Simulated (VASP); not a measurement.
Here is the system:

```
InPd
1.0
    3.26030     0.00000     0.00000
    0.00000     3.26030     0.00000
    0.00000     0.00000     3.26030
In Pd
1 1
Direct
  0.50000   0.50000   0.50000
  0.00000   0.00000   0.00000
```

The numbers are results of r2SCAN+rVV10, VASP's PBE PAW potentials (set 64) (plane waves; VASP 6.6.1), not measurements. Run with 520 eV cut-off, 11×11×11 Γ-centred mesh, first-order Methfessel-Paxton smearing of 0.10 eV, potentials In_d Pd.

Unless said otherwise, spin-orbit coupling is left out, though it shifts the bands of the heavy elements here.

**Question.** Estimate the energy per atom (σ→0), band gap (on the k-mesh) with the smallest direct gap where there is one.

**Answer.** 
```json
{
 "band gap (on the k-mesh)": "none (metal, semimetal or under 0.01 eV)",
 "energy per atom (σ→0)": "-23.026 eV/atom"
}
```

Only differences to runs with the same potentials and settings are physical.

The compound is PdIn in the CsCl type structure. It was relaxed first. The electron count is odd and the run is not spin-polarised, which forces a metal.
